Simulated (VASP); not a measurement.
Consider the following.

```yaml
crystal:
  lattice:
    - [10.25499, -2.09654, 0.06390]
    - [10.25499, 2.09654, 0.06390]
    - [9.80392, 0.00000, 3.66709]
  atoms:
    - { symbol: Bi, position: [0.39715, 0.39715, 0.39715] }
    - { symbol: Bi, position: [0.60285, 0.60285, 0.60285] }
    - { symbol: Se, position: [0.00000, 0.00000, 0.00000] }
    - { symbol: Se, position: [0.21823, 0.21823, 0.21823] }
    - { symbol: Se, position: [0.78177, 0.78177, 0.78177] }
```

All values below come from PBE GGA, VASP's PBE PAW potentials (set 64) (plane waves; VASP). Settings: 520 eV cut-off, 4×4×4 Γ-centred mesh, Gaussian smearing of 0.050 eV, potentials Bi_d Se.

Without a dispersion term in the relaxation, distances and binding between the weakly bound layers, chains or molecules are unreliable, and so is what depends on them. Unless said otherwise, spin-orbit coupling is left out, though it shifts the bands of the heavy elements here.

Estimate the energy per atom (σ→0), largest force, band gap (on the k-mesh) with the smallest direct gap where there is one.

```
Quantity                                     Result
-----------------------------------  --------------
band gap (on the k-mesh)                    0.57 eV
smallest direct gap (on the k-mesh)         0.57 eV
energy per atom (σ→0)                -4.049 eV/atom
largest force                            0.056 eV/Å
```

Only differences to runs with the same potentials and settings are physical.

The compound is Bi2Se3 in the tetradymite structure. It was relaxed first, which changed the volume by +9 %. The k-mesh is coarse (spacing up to 0.44 per Å, 2π included), so the numbers may not be converged in it.
